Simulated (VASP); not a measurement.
# Mg: surface energy and work function by face, part 3 of 3

Which face of Mg is cheapest, and which holds its electrons hardest?

VASP 6.6.1; PBE; plane waves and PAW (Mg).

So far. Step 4 (Relaxing the slab, 8 atoms, face Mg(0001)): The run ended after 10 ionic steps, 0.008 eV below its first step, once the forces on the free atoms met EDIFFG = -0.03. Step 5 (Vacuum level and density of states, 8 atoms, face …): The vacuum level lies 3.65 eV above the Fermi level at the upper face; both faces agree, as the slab has next to no dipole.

## Step 6: Surface relaxation, 12 atoms, face Mg(10-10)

System of this step: Mg(10-10). The cell holds 12 atoms: 12 Mg. Cell: a = 3.186 Å, b = 5.201 Å, c = 29.716 Å, α = 90.0°, β = 90.0°, γ = 90.0°. It derives from Mg. 12 layers of hcp Mg, cut at this functional's lattice. Vacuum lies along c.

INCAR reads:

```
SYSTEM = Mg
PREC = Normal
ENCUT = 320
EDIFF = 1E-05
NELM = 120
ISMEAR = 1
SIGMA = 0.15
LREAL = .FALSE.
ALGO = Fast
GGA = PE
NBANDS = 24
LORBIT = 11
LWAVE = .FALSE.
LCHARG = .FALSE.
KPAR = 4
IBRION = 2
NSW = 40
ISIF = 2
EDIFFG = -0.03
POTIM = 0.4
MAXMIX = 40
```

POSCAR reads:

```
Mg
1.0
    3.1860766375      0.0000000000      0.0000000000
    0.0000000000      5.2007605247      0.0000000000
    0.0000000000      0.0000000000     29.7158576346
Mg
12
Direct
    0.0000000000      0.0000000000      0.2523904900
    0.5000000000      0.0000000000      0.3452440600
    0.5000000000      0.5000000000      0.2833416800
    0.0000000000      0.0000000000      0.4380976200
    0.0000000000      0.5000000000      0.3761952500
    0.5000000000      0.0000000000      0.5309511900
    0.5000000000      0.5000000000      0.4690488100
    0.0000000000      0.0000000000      0.6238047500
    0.0000000000      0.5000000000      0.5619023800
    0.5000000000      0.0000000000      0.7166583200
    0.5000000000      0.5000000000      0.6547559400
    0.0000000000      0.5000000000      0.7476095100
```

KPOINTS reads:

```
Automatic mesh
0
Gamma
9 6 1
0 0 0
```

Potentials, in the order of the species: Mg (PBE family, release 64).

On the command line:

```
> mpirun -np 4 vasp_std
```

The program printed:

```text
[banner, memory and clock lines left out]
running    4 mpi-ranks, on    1 nodes
 distrk:  each k-point on    1 cores,    4 groups
 distr:  one band on    1 cores,    1 groups

 POSCAR found type information on POSCAR Mg
 POSCAR found :  1 types and      12 ions
 LDA part: xc-table for (Slater+PW92), standard interpolation
 POSCAR, INCAR and KPOINTS ok, starting setup
 FFT: planning ... GRIDC
 FFT: planning ... GRID_SOFT
 FFT: planning ... GRID
 WAVECAR not read
 entering main loop
       N       E                     dE             d eps       ncg     rms          rms(c)
DAV:   1     0.275399232146E+02    0.27540E+02   -0.49089E+03   960   0.460E+02
DAV:   2    -0.152527171273E+02   -0.42793E+02   -0.40451E+02  1336   0.757E+01
DAV:   3    -0.171231875947E+02   -0.18705E+01   -0.18228E+01  1288   0.151E+01
DAV:   4    -0.171730651852E+02   -0.49878E-01   -0.49855E-01  1352   0.299E+00
DAV:   5    -0.171747857989E+02   -0.17206E-02   -0.17206E-02  1496   0.521E-01    0.268E+00
RMM:   6    -0.172519767681E+02   -0.77191E-01   -0.54934E-01   976   0.112E+00    0.210E+00
RMM:   7    -0.167606517626E+02    0.49133E+00   -0.11686E-01   991   0.617E-01    0.135E+00
RMM:   8    -0.166887644045E+02    0.71887E-01   -0.53791E-02  1002   0.689E-01    0.396E-01
RMM:   9    -0.166846789172E+02    0.40855E-02   -0.86726E-03  1005   0.373E-01    0.883E-02
RMM:  10    -0.166846300741E+02    0.48843E-04   -0.20074E-03  1020   0.186E-01    0.396E-02
RMM:  11    -0.166847198339E+02   -0.89760E-04   -0.46973E-04   981   0.927E-02    0.143E-02
RMM:  12    -0.166847309566E+02   -0.11123E-04   -0.20424E-04   936   0.539E-02    0.977E-03
RMM:  13    -0.166847963011E+02   -0.65345E-04   -0.11447E-04   919   0.339E-02    0.428E-03
RMM:  14    -0.166848131160E+02   -0.16815E-04   -0.24255E-05   784   0.195E-02    0.293E-03
RMM:  15    -0.166848379312E+02   -0.24815E-04   -0.13022E-05   724   0.116E-02    0.143E-03
RMM:  16    -0.166848570087E+02   -0.19078E-04   -0.32309E-06   654   0.716E-03    0.956E-04
RMM:  17    -0.166848829196E+02   -0.25911E-04   -0.30210E-06   610   0.511E-03    0.559E-04
RMM:  18    -0.166848911132E+02   -0.81935E-05   -0.49145E-07   489   0.352E-03
   1 F= -.16684891E+02 E0= -.16682356E+02  d E =-.166849E+02
 curvature:   0.00 expect dE= 0.000E+00 dE for cont linesearch  0.000E+00
 trial: gam= 0.00000 g(F)=  0.238E-02 g(S)=  0.000E+00 ort = 0.000E+00 (trialstep = 0.100E+01)
 search vector abs. value=  0.238E-02
 bond charge predicted
       N       E                     dE             d eps       ncg     rms          rms(c)
DAV:   1    -0.166871894816E+02   -0.23066E-02   -0.31603E-03  1176   0.259E-01    0.981E-03
RMM:   2    -0.166871891978E+02    0.28380E-06   -0.72871E-05   974   0.413E-02
   2 F= -.16687189E+02 E0= -.16684693E+02  d E =-.229808E-02
[...]
3 F= -.16693207E+02 E0= -.16690840E+02  d E =-.831629E-02
[...]
4 F= -.16701340E+02 E0= -.16699183E+02  d E =-.164492E-01
[...]
5 F= -.16702968E+02 E0= -.16701053E+02  d E =-.180773E-01
[...]
6 F= -.16704559E+02 E0= -.16702575E+02  d E =-.196675E-01
[...]
7 F= -.16706484E+02 E0= -.16704519E+02  d E =-.192516E-02
 trial-energy change:   -0.001925  1 .order   -0.001918   -0.002326   -0.001510
 step:  12.0399(harm= 12.0399)  dis= 0.02680  next Energy=   -16.707875 (dE=-0.332E-02)
 bond charge predicted
       N       E                     dE             d eps       ncg     rms          rms(c)
DAV:   1    -0.167079020062E+02   -0.14218E-02   -0.58517E-02   992   0.110E+00    0.457E-02
RMM:   2    -0.167079701504E+02   -0.68144E-04   -0.19968E-03  1035   0.204E-01    0.174E-02
RMM:   3    -0.167079998083E+02   -0.29658E-04   -0.34644E-04  1110   0.923E-02    0.233E-02
RMM:   4    -0.167080050607E+02   -0.52524E-05   -0.47712E-05   886   0.365E-02
   8 F= -.16708005E+02 E0= -.16706085E+02  d E =-.344645E-02
 curvature:  -7.44 expect dE=-0.373E-03 dE for cont linesearch -0.298E-05
 trial: gam= 0.06683 g(F)=  0.501E-04 g(S)=  0.000E+00 ort = 0.165E-04 (trialstep = 0.578E+01)
 search vector abs. value=  0.554E-04
 reached required accuracy - stopping structural energy minimisation
```

Run time: 37 s. Hardware: 4 MPI ranks of Intel Xeon 6975P-C (Granite Rapids), shared host; peak memory 1 GiB.

OUTCAR, selected parts (step 6):

```text
   k-points           NKPTS =     20   k-points in BZ     NKDIM =     20   number of bands    NBANDS=     24

   ENCUT  =  320.0 eV  23.52 Ry    4.85 a.u.   4.65  7.59 43.34*2*pi/ulx,y,z

   NELECT =      24.0000    total number of electrons

 E-fermi :  -0.0952

 k-point     1 :       0.0000    0.0000    0.0000
  band No.  band energies     occupation
    ...
     11      -0.8441      2.00000
     12      -0.8206      2.00000
     13      -0.4585      2.00326
     14      -0.2057      1.94421
     15      -0.0980      1.03211
     16       0.4565     -0.00000
     17       0.8120     -0.00000
     18       1.0131     -0.00000
     19       1.4150     -0.00000
     20       1.8978     -0.00000
    ...

  Total       -1.3758253     -1.0892869     -0.3193186      0.0000000      0.0000000      0.0000000
  in kB       -4.4767469     -3.5443901     -1.0390190      0.0000000      0.0000000      0.0000000
  external PRESSURE =      -3.0200520 kB  Pullay stress =       0.0000000 kB

 POSITION                                       TOTAL-FORCE (eV/Angst)
 -----------------------------------------------------------------------------------
      0.00000      0.00000      7.55238         0.000000      0.000000      0.011091
      1.59304      0.00000     10.31045         0.000000      0.000000      0.011626
      1.59304      2.60038      8.32662         0.000000      0.000000      0.011809
      0.00000      0.00000     13.06237         0.000000      0.000000     -0.009549
      0.00000      2.60038     11.12790         0.000000      0.000000     -0.012482
      1.59304      0.00000     15.81132         0.000000      0.000000     -0.002237
      1.59304      2.60038     13.90454         0.000000      0.000000      0.002237
      0.00000      0.00000     18.58796         0.000000      0.000000      0.012482
      0.00000      2.60038     16.65349         0.000000      0.000000      0.009549
      1.59304      0.00000     21.38924         0.000000      0.000000     -0.011809
      1.59304      2.60038     19.40541         0.000000      0.000000     -0.011626
      0.00000      2.60038     22.16348         0.000000      0.000000     -0.011091
 -----------------------------------------------------------------------------------
    total drift:                               -0.000000     -0.000000      0.000000

  FREE ENERGIE OF THE ION-ELECTRON SYSTEM (eV)
  ---------------------------------------------------
  free  energy   TOTEN  =       -16.7080050607 eV

  energy  without entropy=      -16.7022453803  energy(sigma->0) =      -16.70608517

[... 1 part as in an earlier step ...]

[... 15 further parts left out ...]
```

The run keeps the 8 symmetry operations of its start, so it cannot find a distortion of lower symmetry.

Relaxation path:

| step | energy less that of the first step (eV) | largest force (eV/Å) |
| --- | --- | --- |
| 1 | 0.0000 | 0.1265 |
| 2 | -0.0023 | 0.1176 |
| 3 | -0.0083 | 0.0925 |
| 4 | -0.0164 | 0.0438 |
| 5 | -0.0181 | 0.0714 |
| 6 | -0.0197 | 0.0552 |
| 7 | -0.0216 | 0.0346 |
| 8 | -0.0231 | 0.0125 |

The atoms that moved most (Å):

| atom | dx | dy | dz | length |
| --- | --- | --- | --- | --- |
| Mg10 | 0.000 | 0.000 | 0.093 | 0.093 |
| Mg3 | 0.000 | 0.000 | -0.093 | 0.093 |
| Mg12 | 0.000 | 0.000 | -0.052 | 0.052 |
| Mg1 | 0.000 | 0.000 | 0.052 | 0.052 |
| Mg11 | 0.000 | 0.000 | -0.051 | 0.051 |
| Mg2 | 0.000 | 0.000 | 0.051 | 0.051 |
| Mg8 | 0.000 | 0.000 | 0.051 | 0.051 |
| Mg5 | 0.000 | 0.000 | -0.051 | 0.051 |

The relaxed structure:

```
Mg
1.0
     3.18608    0.00000    0.00000
     0.00000    5.20076    0.00000
     0.00000    0.00000   29.71586
Mg
12
Direct
  0.00000 0.00000 0.25415
  0.50000 0.00000 0.34697
  0.50000 0.50000 0.28021
  0.00000 0.00000 0.43958
  0.00000 0.50000 0.37448
  0.50000 0.00000 0.53208
  0.50000 0.50000 0.46792
  0.00000 0.00000 0.62552
  0.00000 0.50000 0.56042
  0.50000 0.00000 0.71979
  0.50000 0.50000 0.65303
  0.00000 0.50000 0.74585
```

This step gave:

| Property | Result |
| --- | --- |
| electronic cycles | 46 |
| electrons | 24 |
| free energy (TOTEN) | -16.71 eV |
| energy at zero smearing | -16.71 eV |
| Fermi energy | -0.0952 eV |

The run ended after 8 ionic steps, 0.023 eV below its first step, once the forces on the free atoms met EDIFFG = -0.03.

## Step 7: Potential and states of the slab, 12 atoms, face Mg(10-10)

INCAR reads:

```
SYSTEM = Mg
PREC = Normal
ENCUT = 320
EDIFF = 1E-06
NELM = 120
ISMEAR = 1
SIGMA = 0.15
LREAL = .FALSE.
ALGO = Fast
GGA = PE
NBANDS = 24
LORBIT = 11
LWAVE = .FALSE.
LCHARG = .TRUE.
KPAR = 4
IDIPOL = 3
LDIPOL = .TRUE.
DIPOL = 0.5 0.5 0.5
LVHAR = .TRUE.
LVACPOTAV = .TRUE.
NEDOS = 1500
```

POSCAR reads:

```
Mg
1.0
    3.1860766375      0.0000000000      0.0000000000
    0.0000000000      5.2007605247      0.0000000000
    0.0000000000      0.0000000000     29.7158576346
Mg
12
Direct
    0.0000000000      0.0000000000      0.2541530262
    0.5000000000      0.0000000000      0.3469678895
    0.5000000000      0.5000000000      0.2802079043
    0.0000000000      0.0000000000      0.4395757005
    0.0000000000      0.5000000000      0.3744766913
    0.5000000000      0.0000000000      0.5320834976
    0.5000000000      0.5000000000      0.4679165024
    0.0000000000      0.0000000000      0.6255233087
    0.0000000000      0.5000000000      0.5604242995
    0.5000000000      0.0000000000      0.7197920957
    0.5000000000      0.5000000000      0.6530321105
    0.0000000000      0.5000000000      0.7458469738
```

KPOINTS is that of step 6.

On the command line:

```
> mpirun -np 4 vasp_std
```

The program printed:

```text
[... set-up lines as in an earlier step ...]
 entering main loop
       N       E                     dE             d eps       ncg     rms          rms(c)
DAV:   1     0.275271774849E+02    0.27527E+02   -0.49093E+03   960   0.460E+02
DAV:   2    -0.152751045021E+02   -0.42802E+02   -0.40497E+02  1344   0.757E+01
DAV:   3    -0.171111597763E+02   -0.18361E+01   -0.17901E+01  1320   0.150E+01
DAV:   4    -0.171586179609E+02   -0.47458E-01   -0.47440E-01  1336   0.291E+00
DAV:   5    -0.171603375625E+02   -0.17196E-02   -0.17196E-02  1520   0.523E-01    0.266E+00
RMM:   6    -0.172273953866E+02   -0.67058E-01   -0.46389E-01  1079   0.105E+00    0.207E+00
RMM:   7    -0.167821906487E+02    0.44520E+00   -0.11212E-01  1078   0.607E-01    0.135E+00
RMM:   8    -0.167113224433E+02    0.70868E-01   -0.56314E-02  1077   0.701E-01    0.367E-01
RMM:   9    -0.167078020278E+02    0.35204E-02   -0.80485E-03  1184   0.364E-01    0.879E-02
RMM:  10    -0.167077644414E+02    0.37586E-04   -0.19690E-03  1215   0.183E-01    0.380E-02
RMM:  11    -0.167078293908E+02   -0.64949E-04   -0.47739E-04  1234   0.910E-02    0.140E-02
RMM:  12    -0.167078327516E+02   -0.33608E-05   -0.19720E-04  1210   0.509E-02    0.101E-02
RMM:  13    -0.167078932178E+02   -0.60466E-04   -0.10894E-04  1126   0.314E-02    0.429E-03
RMM:  14    -0.167079166333E+02   -0.23415E-04   -0.23763E-05  1126   0.177E-02    0.303E-03
RMM:  15    -0.167079403588E+02   -0.23726E-04   -0.12699E-05  1109   0.107E-02    0.144E-03
RMM:  16    -0.167079676002E+02   -0.27241E-04   -0.34518E-06  1000   0.670E-03    0.104E-03
RMM:  17    -0.167079882103E+02   -0.20610E-04   -0.23157E-06   959   0.415E-03    0.515E-04
RMM:  18    -0.167080028142E+02   -0.14604E-04   -0.85369E-07   853   0.276E-03    0.425E-04
RMM:  19    -0.167080062282E+02   -0.34140E-05   -0.24999E-07   702   0.176E-03    0.884E-05
RMM:  20    -0.167080067226E+02   -0.49445E-06   -0.49118E-08   503   0.115E-03
 [... a notice as in an earlier step ...]

   1 F= -.16708007E+02 E0= -.16706087E+02  d E =-.576006E-02
```

The job ended after 15 s (4 MPI ranks; peak memory 1 GiB).

Parts of OUTCAR (step 7):

```text
   NELECT =      24.0000    total number of electrons

 dipolmoment           0.000000      0.000000     -0.000000 electrons x Angstroem

 E-fermi :  -0.0953

 k-point     1 :       0.0000    0.0000    0.0000
  band No.  band energies     occupation
    ...
     11      -0.8441      2.00000
     12      -0.8209      2.00000
     13      -0.4583      2.00328
     14      -0.2061      1.94526
     15      -0.0980      1.03066
     16       0.4564     -0.00000
     17       0.8123     -0.00000
     18       1.0132     -0.00000
     19       1.4154     -0.00000
     20       1.8978     -0.00000
    ...

  Total       -1.3775759     -1.0877361     -0.3185294      0.0000000      0.0000000      0.0000000
  in kB       -4.4824429     -3.5393441     -1.0364510      0.0000000      0.0000000      0.0000000
  external PRESSURE =      -3.0194127 kB  Pullay stress =       0.0000000 kB

 POSITION                                       TOTAL-FORCE (eV/Angst)
 -----------------------------------------------------------------------------------
      0.00000      0.00000      7.55238         0.000000      0.000000      0.011879
      1.59304      0.00000     10.31045         0.000000      0.000000      0.010528
      1.59304      2.60038      8.32662         0.000000      0.000000      0.011839
      0.00000      0.00000     13.06237         0.000000      0.000000     -0.008727
      0.00000      2.60038     11.12790         0.000000      0.000000     -0.013022
      1.59304      0.00000     15.81132         0.000000      0.000000     -0.001832
      1.59304      2.60038     13.90454         0.000000      0.000000      0.001832
      0.00000      0.00000     18.58796         0.000000      0.000000      0.013022
      0.00000      2.60038     16.65349         0.000000      0.000000      0.008727
      1.59304      0.00000     21.38924         0.000000      0.000000     -0.011839
      1.59304      2.60038     19.40541         0.000000      0.000000     -0.010528
      0.00000      2.60038     22.16348         0.000000      0.000000     -0.011879
 -----------------------------------------------------------------------------------
    total drift:                               -0.000000     -0.000000     -0.000000

  FREE ENERGIE OF THE ION-ELECTRON SYSTEM (eV)
  ---------------------------------------------------
  free  energy   TOTEN  =       -16.7080067226 eV

  energy  without entropy=      -16.7022466658  energy(sigma->0) =      -16.70608670

 vacuum level on the upper side and lower side of the slab         3.536         3.536

[... 8 parts as in an earlier step ...]

[... 9 further parts left out ...]
```

This step gave:

```yaml
electronic_cycles: 20
fermi_energy: -0.0953 eV
vacuum_levels: 3.536, 3.536 eV
work_functions_of_the_upper_and_lower_face: 3.631, 3.631 eV
```

The planar average of the electrostatic potential oscillates, so the rows of the table below give means over windows of 2.76 Å about each position, cut where the curve ends. Its maxima inside the range that stand out by 2 % of the span (Å: eV): 9.3: 0.177, 12.1: 0.0406, 14.9: -0.0445, 17.6: 0.0406, 20.4: 0.177. Its minima: 8.0: -5.36, 10.7: -5.15, 13.5: -5.06, 16.2: -5.06, 19.0: -5.15, 21.8: -5.36.

Zero at the Fermi level. The planar average of the electrostatic potential by height; means over each step:

| height (Å) | planar average of the electrostatic potential (eV) |
| --- | --- |
| 1.38 | 3.63 |
| 4.14 | 3.59 |
| 6.90 | -0.811 |
| 9.66 | -2.55 |
| 12.42 | -2.59 |
| 15.18 | -2.64 |
| 17.94 | -2.61 |
| 20.70 | -2.60 |
| 23.46 | 1.20 |
| 26.22 | 3.62 |
| 28.98 | 3.63 |

Density of states in the PAW spheres, an atom over height of the layer and energy from the Fermi level.

Ten even steps from '0' (0.000 states/eV) to '9' (0.111 states/eV), each cell a mean:
```
545444444545
988888888889
555565565555
665555555566
777766667777
555566665555
666555555666
556655556655
655556655556
443433334344
555555555555
433444444334
443344443344
233333333332
334334433433
123222222321
112222222211
012211112210
000111111000
000000000000
000000000000
000000000000
```
Columns: height of the layer (Å) from 7.6 to 22.2 (not evenly spaced); rows upwards: energy from the Fermi level (eV) from -7.9 to 0.5.

Valence density in the ca plane at fractional y = 0.000, with atoms of Mg within 0.2 Å of it. It is the smooth field of the valence electrons, not physical close to the nuclei.

Ten even steps from '0' (0.00 e/Å³) to '9' (0.11 e/Å³), each cell a mean:
```
99974225788889999984224788889986321000000000
99987567998877899987567888877776321000000000
78888899999743578888899998753455421000000000
57888999999622357888999998631245321000000000
68888999999632368888999998632345421000000000
89888779999765689888778998765665421000000000
99985446888888999985446888888886321000000000
99974224788889999974224688889985321000000000
```
Columns run along c (16.0 Å, from fractional 0.38 to 0.91 of the cell), rows up along a (3.2 Å). Atoms in or near the plane, at fractional coordinates: Mg at (0.44, 0.00), Mg at (0.53, 0.50), Mg at (0.63, 0.00), Mg at (0.72, 0.50).

The map of layer states is cut here 0.5 eV above the Fermi level, so it leaves out the states above that.

The vacuum level lies 3.63 eV above the Fermi level at the upper face; both faces agree, as the slab has next to no dipole.

The program found no field-free point at its default tolerance, but its printed level agrees with the flat part of the planar average.

On this mesh the fine structure of the density of states is sampling noise, and high empty states may be cut by the number of bands.

## Step 8: The faces side by side

This step: surfaces of a metal, PBE; plane waves and PAW (VASP 6.6.1).

This step runs nothing: it gathers the runs above.

Symmetric slabs, all atoms free. All faces:

| face | layers | area a surface atom (Å²) | work function (eV) | surface energy as cut (J/m²) | surface energy relaxed (J/m²) | change of the top spacing (%) |
| --- | --- | --- | --- | --- | --- | --- |
| Mg(0001) | 8 | 8.791 | 3.654 | 0.5838 | 0.5765 | 0.6 |
| Mg(10-10) | 12 | 16.57 | 3.631 | 0.6794 | 0.6682 | -15.82 |

Each surface energy is the slab's energy less its number of atoms times the bulk energy of -1.5074 eV, over twice the cell's area.

## Step 9: What came out

```
Mg(0001)  : 0.58 J/m², 3.65 eV
Mg(10-10) : 0.67 J/m², 3.63 eV
```

**Reading.** The cheapest face is Mg(0001) at 0.58 J/m², against 0.67 for Mg(10-10). The work functions are 3.65 eV for Mg(0001) and 3.63 eV for Mg(10-10). The work functions lie within the mesh's noise of each other at the top. The densest face is also the cheapest, since it cuts the fewest bonds an area. The top spacing changes by +0.6 % on Mg(0001) and -15.8 % on Mg(10-10). Of the two ends of the prism face, the one with the short outer spacing was run. One thickness was run for each face, and bulk and slab meshes don't match, which leaves some hundredths of a J/m². The cells are 1 × 1 and can't reconstruct.

[Lines on the potential files, build, host, timing and source positions are cut from VASP's logs without a mark.]

[Logs are printed without paths, hosts, clocks, repeated set-up lines and the standing remarks that a program may print on its own settings, such as how far it seeks lower states.]

[Hosts, paths, dates, database ids (printed as entryN), source tags and the programs' standing remarks are cut or masked in the printed files.]

[Runs that stopped without an error message from VASP are left out.]
